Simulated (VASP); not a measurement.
Here is the system:

```
Zn4S3Te
1.0
    5.62620     0.00000     0.00000
    0.00000     5.62620     0.00000
    0.00000     0.00000     5.62620
Zn Te S
4 1 3
Cartesian
  5.54371   5.54371   5.54371
  2.89559   2.89559   5.54371
  2.89559   5.54371   2.89559
  5.54371   2.89559   2.89559
  1.40655   1.40655   1.40655
  4.21965   4.21965   1.40655
  4.21965   1.40655   4.21965
  1.40655   4.21965   4.21965
```

The numbers are results of PBE GGA, VASP's PBE PAW potentials (set 64) (plane waves; VASP 6.6.1), not measurements. Run with 400 eV cut-off, Gaussian smearing of 0.050 eV, potentials Zn Te S.

Unless said otherwise, spin-orbit coupling is left out, though it shifts the bands of the heavy elements here.

Task: Give the energies of bands 29 to 42 at the high-symmetry points, in eV from the valence-band maximum.

Result: 
```tsv
band	Γ	X	M	R
29	-2.45	-2.86	-2.94	-1.51
30	-2.45	-2.82	-2.62	-1.51
31	-2.14	-2.68	-2.62	-1.25
32	-2.14	-2.29	-2.10	-1.25
33	-2.14	-1.70	-1.56	-1.25
34	0.00	-1.70	-1.27	-0.32
35	0.00	-0.88	-0.59	-0.32
36	0.00	-0.88	-0.59	-0.32
37	1.23	3.41	3.87	2.38
38	3.16	3.65	3.87	2.38
39	3.17	4.06	4.18	2.38
40	3.17	4.38	4.51	3.65
41	3.42	5.18	5.30	6.16
42	3.42	5.26	6.08	6.16
```

The gap is direct, 1.23 eV, from the valence maximum at Γ to the conduction minimum at Γ.

The structure was generated: Zn4S3Te was put into an ordered model structure (P-43m), which need not be its known phase. It was relaxed first.
